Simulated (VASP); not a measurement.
All values below come from PBE GGA, VASP's PBE PAW potentials (set 64) (plane waves; VASP 6.6.1).

Input for VASP

INCAR:
```
SYSTEM = AuZn
PREC = Accurate; ENCUT = 480; LREAL = .FALSE.
LASPH = .TRUE.
EDIFF = 1E-7; NELM = 100; ALGO = Normal
LMAXMIX = 6
ISMEAR = 1; SIGMA = 0.1
GGA = PE
ISIF = 2
LWAVE = .FALSE.; LCHARG = .FALSE.
```

**POSCAR**
```
AuZn
1
    3.1671782083     0.0000000000     0.0000000000
    0.0000000000     3.1671782083     0.0000000000
    0.0000000000     0.0000000000     3.1671782083
Zn Au
1 1
Direct
  0.5000000000   0.5000000000   0.5000000000
  0.0000000000   0.0000000000   0.0000000000
```

KPOINTS:
```
Automatic mesh
0
Gamma
10 10 10
0 0 0
```

POTCAR, in this order: Zn Au (PBE.64 set). Program: vasp_std.

Output of the run:

File OUTCAR:
```
 ion  position               nearest neighbor table
   1  0.500  0.500  0.500-   2 2.74   2 2.74   2 2.74   2 2.74   2 2.74   2 2.74   2 2.74   2 2.74
  LATTYP: Found a simple cubic cell.
 ALAT       =     3.1671782083
 Subroutine PRICEL returns:
 Original cell was already a primitive cell.
 Subroutine GETGRP returns: Found 48 space group operations
The static configuration has the point symmetry O_h .
The dynamic configuration has the point symmetry O_h .
 Subroutine INISYM returns: Found 48 space group operations
 Subroutine IBZKPT returns following result:
 Found     56 irreducible k-points:

 Following reciprocal coordinates:
            Coordinates               Weight
  0.000000  0.000000  0.000000      1.000000
  0.100000  0.000000  0.000000      6.000000
  0.200000  0.000000  0.000000      6.000000
  0.300000  0.000000  0.000000      6.000000
  0.400000  0.000000  0.000000      6.000000
  0.500000  0.000000  0.000000      3.000000
  0.100000  0.100000  0.000000     12.000000
  0.200000  0.100000  0.000000     24.000000
  0.300000  0.100000  0.000000     24.000000
  0.400000  0.100000  0.000000     24.000000
...
```

File OSZICAR:
```
       N       E                     dE             d eps       ncg     rms          rms(c)
DAV:   1     0.127502791334E+03    0.12750E+03   -0.11331E+04  1704   0.188E+03
DAV:   2    -0.106044295973E+01   -0.12856E+03   -0.12409E+03  1757   0.339E+02
DAV:   3    -0.517284610812E+01   -0.41124E+01   -0.41032E+01  2030   0.708E+01
DAV:   4    -0.519782838178E+01   -0.24982E-01   -0.24981E-01  1988   0.482E+00
DAV:   5    -0.519810856775E+01   -0.28019E-03   -0.28018E-03  2023   0.520E-01    0.812E+00
DAV:   6    -0.477884106755E+01    0.41927E+00   -0.14681E+00  1708   0.144E+01    0.519E+00
DAV:   7    -0.475397373293E+01    0.24867E-01   -0.34265E-02  2270   0.415E+00    0.279E+00
DAV:   8    -0.474576458791E+01    0.82091E-02   -0.10227E-02  1906   0.121E+00    0.147E-01
DAV:   9    -0.474579214489E+01   -0.27557E-04   -0.39328E-04  1941   0.250E-01    0.763E-02
DAV:  10    -0.474580412225E+01   -0.11977E-04   -0.48877E-05  2125   0.132E-01    0.177E-02
DAV:  11    -0.474580407012E+01    0.52128E-07   -0.13423E-05  1953   0.940E-02    0.390E-03
DAV:  12    -0.474580401452E+01    0.55599E-07   -0.32158E-07  1717   0.128E-02
   1 F= -.47458040E+01 E0= -.47456895E+01  d E =-.343591E-03
```

### OUTCAR
```
------------------------ aborting loop because EDIFF is reached ----------------------------------------
  FORCE on cell =-STRESS in cart. coord.  units (eV):
  Direction    XX          YY          ZZ          XY          YZ          ZX
  --------------------------------------------------------------------------------------
  Total        0.4206678      0.4206678      0.4206678     -0.0000000     -0.0000000      0.0000000
  in kB       21.2144802     21.2144802     21.2144802     -0.0000000     -0.0000000      0.0000000
  external PRESSURE =      21.2144802 kB  Pullay stress =       0.0000000 kB
  volume of cell :       31.77
      direct lattice vectors                 reciprocal lattice vectors
     3.167178208  0.000000000  0.000000000     0.315738469  0.000000000  0.000000000
     0.000000000  3.167178208  0.000000000     0.000000000  0.315738469  0.000000000
     0.000000000  0.000000000  3.167178208     0.000000000  0.000000000  0.315738469
 POSITION                                       TOTAL-FORCE (eV/Angst)
 -----------------------------------------------------------------------------------
      1.58359      1.58359      1.58359         0.000000      0.000000      0.000000
      0.00000      0.00000      0.00000         0.000000      0.000000      0.000000
 -----------------------------------------------------------------------------------
    total drift:                                0.000000      0.000000     -0.000000
  FREE ENERGIE OF THE ION-ELECTRON SYSTEM (eV)
  ---------------------------------------------------
  free  energy   TOTEN  =        -4.7458040145 eV

  energy  without entropy=       -4.7454604232  energy(sigma->0) =       -4.74568948
```
(Selected blocks of OUTCAR.)

File OUTCAR:
```
 val. band max:        6.8799779050   @ k =   0.3000   0.1000   0.1000

 cond. band min:       6.9665270082   @ k =   0.4000   0.3000   0.2000


 Fermi energy:         6.8889891478

 k-point     1 :       0.0000    0.0000    0.0000
  band No.  band energies     occupation
      1      -3.5794      2.00000
      2      -1.1752      2.00000
      3      -1.1752      2.00000
      4      -0.5275      2.00000
      5      -0.5275      2.00000
      6      -0.5275      2.00000
      7       1.4954      2.00000
      8       1.4954      2.00000
      9       3.1398      2.00000
     10       3.1398      2.00000
     11       3.1398      2.00000
     12      11.8319      0.00000
     13      11.8319      0.00000
     14      11.8319      0.00000
     15      15.4750      0.00000

 k-point     2 :       0.1000    0.0000    0.0000
  band No.  band energies     occupation
      1      -3.4047      2.00000
      2      -1.1390      2.00000
      3      -1.1258      2.00000
      4      -0.5297      2.00000
      5      -0.5297      2.00000
      6      -0.5138      2.00000
      7       1.4697      2.00000
      8       1.5434      2.00000
      9       3.0137      2.00000
     10       3.0137      2.00000
     11       3.1265      2.00000
     12      10.5409      0.00000
     13      12.1554      0.00000
     14      12.1554      0.00000
     15      16.2208      0.00000

 k-point     3 :       0.2000    0.0000    0.0000
  band No.  band energies     occupation
      1      -2.8960      2.00000
      2      -1.0400      2.00000
      3      -0.9980      2.00000
      4      -0.5342      2.00000
      5      -0.5342      2.00000
      6      -0.4773      2.00000
      7       1.3977      2.00000
      8       1.6668      2.00000
      9       2.7065      2.00000
     10       2.7065      2.00000
     11       3.0912      2.00000
     12       8.3961     -0.00000
     13      13.0547      0.00000
     14      13.0547      0.00000
     15      16.8313      0.00000
...
```

Unless said otherwise, spin-orbit coupling is left out, though it shifts the bands of the heavy elements here.

The compound is AuZn in the CsCl type structure. This cell was strained or had an atom moved on purpose. The electron count is odd and the run is not spin-polarised, which forces a metal.
